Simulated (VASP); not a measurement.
# SiNi: structure and properties in VASP, part 3 of 5

Aim: relax SiNi with r2SCAN, compute its properties on that cell and hold them against experiment. The start is a cell from a database of measured crystal structures.

VASP 6.6.1; r2SCAN, spin-polarised from a ferromagnetic start; plane waves and PAW (Si, Ni).

Still holding for the runs below: The k-mesh is coarse for a metal.

So far. Step 2 (Full relaxation (r2SCAN)): It ends with a largest force of 0.006 eV/Å and a pressure of 0.00 GPa. The volume lies -1.7 % from that of the database's start, part of which can be the thermal and zero-point expansion of its experiment. Step 3 (Second relaxation): It ends with a largest force of 0.007 eV/Å and a pressure of 0.00 GPa. The volume moved by only 0.04 %, so the volume is settled. The relaxed cell has a, b, c = 5.096, 3.340, 5.583 Å (conventional setting).

## (4) Density, ELF and potential (r2SCAN)

A single point on the relaxed cell gives a clean self-consistent state, with density, ELF and potential written out.

INCAR reads:

```
SYSTEM = SiNi
PREC = Accurate
ENCUT = 400
EDIFF = 1E-06
NELM = 100
ISMEAR = 0
SIGMA = 0.05
LREAL = .FALSE.
ALGO = Normal
METAGGA = R2SCAN
LASPH = .TRUE.
NBANDS = 43
ISPIN = 2
MAGMOM = 0 0 0 0 1 1 1 1
LMAXMIX = 4
LORBIT = 11
LWAVE = .FALSE.
LCHARG = .TRUE.
ISIF = 2
LELF = .TRUE.
LVHAR = .TRUE.
```

POSCAR reads:

```
SiNi
1.0
    5.0958065375      0.0000000000      0.0000000000
    0.0000000000      3.3403347885      0.0000000000
    0.0000000000      0.0000000000      5.5828868782
Si Ni
4 4
Direct
    0.3210913218      0.7500000000      0.0830376570
    0.1789086782      0.2500000000      0.5830376570
    0.8210913218      0.7500000000      0.4169623430
    0.6789086782      0.2500000000      0.9169623430
    0.0077000757      0.2500000000      0.1892596210
    0.4922999243      0.7500000000      0.6892596210
    0.5077000757      0.2500000000      0.3107403790
    0.9922999243      0.7500000000      0.8107403790
```

KPOINTS reads:

```
Automatic mesh
0
Gamma
5 7 4
0 0 0
```

Potentials, in the order of the species: Si and Ni (PBE family, release 64).

Run with:

```bash
$ mpirun -np 4 vasp_std
```

The log of the run:

```text
[banner, memory and clock lines left out]
running    4 mpi-ranks, on    1 nodes
 distrk:  each k-point on    4 cores,    1 groups
 distr:  one band on    1 cores,    4 groups

 POSCAR found type information on POSCAR SiNi
 POSCAR found :  2 types and       8 ions
 [... a notice as in an earlier step ...]

 LDA part: xc-table for (None), standard interpolation
|                                                                             |
|           W    W    AA    RRRRR   N    N  II  N    N   GGGG   !!!           |
|           W    W   A  A   R    R  NN   N  II  NN   N  G    G  !!!           |
|           W    W  A    A  R    R  N N  N  II  N N  N  G       !!!           |
|           W WW W  AAAAAA  RRRRR   N  N N  II  N  N N  G  GGG   !            |
|           WW  WW  A    A  R   R   N   NN  II  N   NN  G    G                |
|           W    W  A    A  R    R  N    N  II  N    N   GGGG   !!!           |
|                                                                             |
|     The number of bands has been changed from the values supplied in        |
|     The orbitals not found in the WAVECAR file will be initialized with     |
|     random numbers, which is usually adequate. For correlated               |
|     calculations, however, you should redo the groundstate calculation.     |
|     I found NBANDS = 43. Now, NBANDS = 44.                                  |
|                                                                             |

 POSCAR, INCAR and KPOINTS ok, starting setup
 FFT: planning ... GRIDC
 FFT: planning ... GRID_SOFT
 FFT: planning ... GRID
 WAVECAR not read
 entering main loop
       N       E                     dE             d eps       ncg     rms          rms(c)
DAV:   1     0.300070235120E+03    0.30007E+03   -0.20342E+04  6336   0.128E+03
DAV:   2    -0.683913725837E+02   -0.36846E+03   -0.34541E+03  6356   0.305E+02
DAV:   3    -0.986648721645E+02   -0.30273E+02   -0.29023E+02  7100   0.103E+02
DAV:   4    -0.994809322296E+02   -0.81606E+00   -0.81183E+00  7540   0.164E+01
DAV:   5    -0.995045581424E+02   -0.23626E-01   -0.23618E-01  7776   0.256E+00    0.294E+01
DAV:   6    -0.101428575102E+03   -0.19240E+01   -0.93510E+01  7252   0.149E+02    0.363E+01
DAV:   7    -0.865193467710E+02    0.14909E+02   -0.30374E+01  7584   0.885E+01    0.713E+00
DAV:   8    -0.867602431618E+02   -0.24090E+00   -0.38489E+00  9012   0.182E+01    0.502E+00
DAV:   9    -0.867037207571E+02    0.56522E-01   -0.44824E-01  8232   0.759E+00    0.140E+00
DAV:  10    -0.867113956412E+02   -0.76749E-02   -0.29962E-02  8856   0.191E+00    0.626E-01
DAV:  11    -0.867126091804E+02   -0.12135E-02   -0.41529E-03  8408   0.552E-01    0.292E-01
DAV:  12    -0.867130597284E+02   -0.45055E-03   -0.11717E-03  7392   0.336E-01    0.149E-01
DAV:  13    -0.867131330809E+02   -0.73353E-04   -0.18617E-04  7736   0.117E-01    0.647E-02
DAV:  14    -0.867131479359E+02   -0.14855E-04   -0.27998E-05  7084   0.361E-02    0.162E-02
DAV:  15    -0.867131513179E+02   -0.33821E-05   -0.68567E-06  7084   0.184E-02    0.450E-03
DAV:  16    -0.867131520185E+02   -0.70056E-06   -0.81485E-07  3740   0.770E-03
   1 F= -.86713152E+02 E0= -.86712197E+02  d E =-.190929E-02  mag=    -0.0001
```

The job ended after 1.9 min (4 MPI ranks of Intel Xeon Platinum 8559C (Emerald Rapids), shared host; peak memory 0.67 GiB).

Parts of OUTCAR (step 4):

```text
  LATTYP: Found a simple orthorhombic cell.
 ALAT       =     3.3403347885
 B/A-ratio  =     1.5255376662
 C/A-ratio  =     1.6713554873

 Found     36 irreducible k-points:

   k-points           NKPTS =     36   k-points in BZ     NKDIM =     36   number of bands    NBANDS=     44

   ENCUT  =  400.0 eV  29.40 Ry    5.42 a.u.   8.31  5.45  9.10*2*pi/ulx,y,z

   NELECT =      56.0000    total number of electrons

 E-fermi :  10.5857

 spin component 1
 k-point     1 :       0.0000    0.0000    0.0000
  band No.  band energies     occupation
    ...
     24       8.5441      1.00000
     25       8.5596      1.00000
     26       9.3741      1.00000
     27       9.3800      1.00000
     28       9.5955      1.00000
     29      11.3061      0.00000
     30      12.0970      0.00000
     31      14.1491      0.00000
     32      14.7456      0.00000
     33      15.0754      0.00000
    ...

 k-point     2 :       0.2000    0.0000    0.0000
  band No.  band energies     occupation
    ...
     24       8.5022      1.00000
     25       8.5483      1.00000
     26       9.0741      1.00000
     27       9.8346      1.00000
     28       9.9495      1.00000
     29      12.4331      0.00000
     30      12.5578      0.00000
     31      13.6835      0.00000
     32      14.9995      0.00000
     33      15.0511      0.00000
    ...

 k-point     3 :       0.4000    0.0000    0.0000
  band No.  band energies     occupation
    ...
     22       8.0748      1.00000
     23       8.4533      1.00000
     24       8.5161      1.00000
     25       8.5340      1.00000
     26       8.7231      1.00000
     27      10.9035      0.00000
     28      11.0904      0.00000
     29      12.4440      0.00000
     30      12.6396      0.00000
     31      14.5780      0.00000
    ...

 k-point     4 :       0.0000    0.1429    0.0000
  band No.  band energies     occupation
    ...
     24       8.5099      1.00000
     25       8.8626      1.00000
     26       9.0657      1.00000
     27       9.4274      1.00000
     28       9.6755      1.00000
     29      11.2767      0.00000
     30      12.2896      0.00000
     31      12.3769      0.00000
     32      13.2004      0.00000
     33      14.7363      0.00000
    ...

  Total       -0.0415104      0.0288303     -0.0662778      0.0000000      0.0000000      0.0000000
  in kB       -0.6998515      0.4860684     -1.1174214      0.0000000      0.0000000      0.0000000
  external PRESSURE =      -0.4437348 kB  Pullay stress =       0.0000000 kB

  energy-cutoff  :      400.00
  volume of cell :       95.03
      direct lattice vectors                 reciprocal lattice vectors
     5.095806537  0.000000000  0.000000000     0.196239789  0.000000000  0.000000000
     0.000000000  3.340334788  0.000000000     0.000000000  0.299371190  0.000000000
     0.000000000  0.000000000  5.582886878     0.000000000  0.000000000  0.179118800

 POSITION                                       TOTAL-FORCE (eV/Angst)
 -----------------------------------------------------------------------------------
      1.63622      2.50525      0.46359         0.006284      0.000000      0.002367
      0.91168      0.83508      3.25503        -0.006284      0.000000      0.002367
      4.18412      2.50525      2.32785         0.006284      0.000000     -0.002367
      3.45959      0.83508      5.11930        -0.006284      0.000000     -0.002367
      0.03924      0.83508      1.05662         0.002310     -0.000000     -0.002905
      2.50867      2.50525      3.84806        -0.002310     -0.000000     -0.002905
      2.58714      0.83508      1.73483         0.002310     -0.000000      0.002905
      5.05657      2.50525      4.52627        -0.002310      0.000000      0.002905
 -----------------------------------------------------------------------------------
    total drift:                                0.000000      0.000000     -0.000000

  FREE ENERGIE OF THE ION-ELECTRON SYSTEM (eV)
  ---------------------------------------------------
  free  energy   TOTEN  =       -86.7131520185 eV

  energy  without entropy=      -86.7112427300  energy(sigma->0) =      -86.71219737

 magnetization (x)
# of ion       s       p       d       tot
------------------------------------------
    1        0.000   0.000   0.000   0.000
    2        0.000   0.000   0.000   0.000
    3        0.000   0.000   0.000   0.000
    4        0.000   0.000   0.000   0.000
    5       -0.000  -0.000   0.000   0.000
    6       -0.000  -0.000   0.000   0.000
    7       -0.000  -0.000   0.000   0.000
    8       -0.000  -0.000   0.000   0.000
--------------------------------------------------
tot          0.000   0.000   0.000   0.000

[... 6 parts as in an earlier step ...]

[... 9 further parts left out ...]
```

With spin, VASP writes an ELF for each channel.

Numbers from this step:

* SCF cycles: 16
* bands: 44
* energy at zero smearing: -86.7122 eV
* pressure: -0.04437 GPa

Valence electrons inside each PAW sphere by angular momentum. Sphere charges, by row:

```tsv
atom	s (e)	p (e)	d (e)	tot (e)
Si1	0.753	0.88	0	1.633
Si2	0.753	0.88	0	1.633
Si3	0.753	0.88	0	1.633
Si4	0.753	0.88	0	1.633
Ni5	0.524	0.695	8.463	9.683
Ni6	0.524	0.695	8.463	9.683
Ni7	0.524	0.695	8.463	9.683
Ni8	0.524	0.695	8.463	9.683
```

Valence density in the ac plane at fractional y = 0.250, with atoms of Si and Ni within 0.2 Å of it. It is the smooth field of the valence electrons, not physical close to the nuclei.

Ten steps, logarithmic in the rise over the least value, from '0' (0 e/Å³) to '9' (11 e/Å³), each cell a mean:
```
21111123201332
21111123201332
22211123322322
22222222222222
33223222221112
32013322111112
32013322111112
33333333221122
33333467532222
43333589852233
76323699853347
98533477632369
98522334333358
75322223333346
32211223333333
```
Columns run along a (5.1 Å), rows up along c (5.6 Å). Atoms in or near the plane, at fractional coordinates: Si at (0.18, 0.58), Si at (0.68, 0.92), Ni at (0.01, 0.19), Ni at (0.51, 0.31).

Electrostatic potential energy in the ac plane at fractional y = 0.250, with atoms of Si and Ni within 0.2 Å of it. With pseudopotentials it is smooth inside the atoms' cores, unlike the true potential.

Ten even steps from '0' (-93 eV) to '9' (2 eV), each cell a mean:
```
99999997200599
99999998301599
99999998645799
99889999988999
86457999999999
83005999999999
83005999999999
86457999999999
99889865799999
88999720389999
46899720389986
03899864689972
03899998999972
57999999888986
99999998645799
```
Columns run along a (5.1 Å; values clipped at the 3rd and 97th percentile), rows up along c (5.6 Å). Atoms in or near the plane, at fractional coordinates: Si at (0.18, 0.58), Si at (0.68, 0.92), Ni at (0.01, 0.19), Ni at (0.51, 0.31).

ELF of up spins in the ac plane at fractional y = 0.250, with atoms of Si and Ni within 0.2 Å of it. It is the smooth field of the valence electrons, not physical close to the nuclei.

Ten even steps from '0' (0.00) to '9' (0.70), each cell a mean:
```
32110146413896
32210147422796
45432258855775
78765446876545
88557754443225
74127963211014
64138963211014
88789742222235
79998411233445
34664200023433
01243100023321
00233211134310
00234334567420
12334457999841
22222258878974
```
Columns run along a (5.1 Å), rows up along c (5.6 Å). Atoms in or near the plane, at fractional coordinates: Si at (0.18, 0.58), Si at (0.68, 0.92), Ni at (0.01, 0.19), Ni at (0.51, 0.31).

In this run the pressure is -0.04 GPa, small enough to go on; single stress components reach 0.11 GPa.

[end of part 3 of 5]

[Lines on the potential files, build, host, timing and source positions are cut from VASP's logs without a mark.]

[Logs are printed without paths, hosts, clocks, repeated set-up lines and the standing remarks that a program may print on its own settings, such as how far it seeks lower states.]

[Hosts, paths, dates, database ids (printed as entryN), source tags and the programs' standing remarks are cut or masked in the printed files.]

[A measured line is paired with the nearest computed mode of its activity, which favours agreement.]

[In band tables of VASP the shares of atoms and orbitals are scaled to a sum of 1 inside the atoms' spheres.]
